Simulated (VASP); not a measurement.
These are PBEsol GGA, VASP's PBE PAW potentials (set 64) (plane waves; VASP 6.6.1) values and carry that method's errors.

A VASP calculation is set up with these files.

INCAR:
```
ALGO  =  Normal
EDIFF  =  1E-6
EDIFFG  =  -0.02
ENCUT  =  620
GGA  =  PS
IBRION  =  2
ISIF  =  3
ISMEAR  =  0
LASPH  =  .TRUE.
LCHARG  =  .FALSE.
LMAXMIX  =  4
LREAL  =  .FALSE.
LWAVE  =  .FALSE.
NELM  =  100
NSW  =  40
PREC  =  Accurate
PSTRESS  =  100
SIGMA  =  0.05
SYSTEM  =  SrO
```

**KPOINTS**
```
Automatic
0
Gamma
9 9 9
```

**POSCAR**
```
SrO
1
   -0.0000000000     2.4926447092     2.4926447092
    2.4926447092     0.0000000000     2.4926447092
    2.4926447092     2.4926447092     0.0000000000
Sr O
1 1
Direct
  0.0000000000   0.0000000000   0.0000000000
  0.5000000000   0.5000000000   0.5000000000
```

POTCAR, in this order: Sr_sv O (PBE.64 set). Program: vasp_std.

Output of the run:

File OSZICAR:
```
       N       E                     dE             d eps       ncg     rms          rms(c)
DAV:   1     0.840295393997E+02    0.84030E+02   -0.98864E+03   840   0.152E+03
DAV:   2    -0.107769151604E+02   -0.94806E+02   -0.86888E+02  1112   0.270E+02
DAV:   3    -0.144778706208E+02   -0.37010E+01   -0.36760E+01  1112   0.521E+01
DAV:   4    -0.145722987650E+02   -0.94428E-01   -0.94386E-01  1120   0.766E+00
DAV:   5    -0.145739487178E+02   -0.16500E-02   -0.16499E-02  1104   0.832E-01    0.212E+01
DAV:   6    -0.126798607500E+02    0.18941E+01   -0.88956E+00   952   0.240E+01    0.243E+01
DAV:   7    -0.125811027613E+02    0.98758E-01   -0.47386E-01  1032   0.643E+00    0.143E+01
DAV:   8    -0.125572045489E+02    0.23898E-01   -0.13142E-01   944   0.397E+00    0.922E-01
DAV:   9    -0.125565079808E+02    0.69657E-03   -0.12859E-02  1148   0.984E-01    0.200E-01
DAV:  10    -0.125567655460E+02   -0.25757E-03   -0.10037E-03   924   0.323E-01    0.666E-02
DAV:  11    -0.125568044901E+02   -0.38944E-04   -0.93984E-05   956   0.901E-02    0.286E-02
DAV:  12    -0.125568098651E+02   -0.53750E-05   -0.15293E-05  1120   0.387E-02    0.759E-03
DAV:  13    -0.125568092089E+02    0.65616E-06   -0.21053E-06   972   0.154E-02
   1 F= -.10623503E+02 E0= -.10623503E+02  d E =-.106235E+02
```

File OUTCAR:
```
------------------------ aborting loop because EDIFF is reached ----------------------------------------
  FORCE on cell =-STRESS in cart. coord.  units (eV):
  Direction    XX          YY          ZZ          XY          YZ          ZX
  --------------------------------------------------------------------------------------
  Total        1.9324040      1.9324040      1.9324040     -0.0000000      0.0000000      0.0000000
  in kB       99.9533535     99.9533535     99.9533535     -0.0000000      0.0000000      0.0000000
  external PRESSURE =      -0.0466465 kB  Pullay stress =     100.0000000 kB
  volume of cell :       30.97
      direct lattice vectors                 reciprocal lattice vectors
     0.000000000  2.492644709  2.492644709    -0.200590160  0.200590160  0.200590160
     2.492644709  0.000000000  2.492644709     0.200590160 -0.200590160  0.200590160
     2.492644709  2.492644709  0.000000000     0.200590160  0.200590160 -0.200590160
  FREE ENERGIE OF THE ION-ELECTRON SYSTEM (eV)
  ---------------------------------------------------
  free  energy   TOTEN  =       -12.5568092089 eV

  energy  without entropy=      -12.5568092089  energy(sigma->0) =      -12.55680921
  enthalpy is  TOTEN    =       -10.6235034054 eV   P V=        1.9333058035

 reached required accuracy - stopping structural energy minimisation
```
(Selected blocks of OUTCAR.)

The compound is SrO in the rock salt structure. It was relaxed first under an external pressure of 10 GPa.
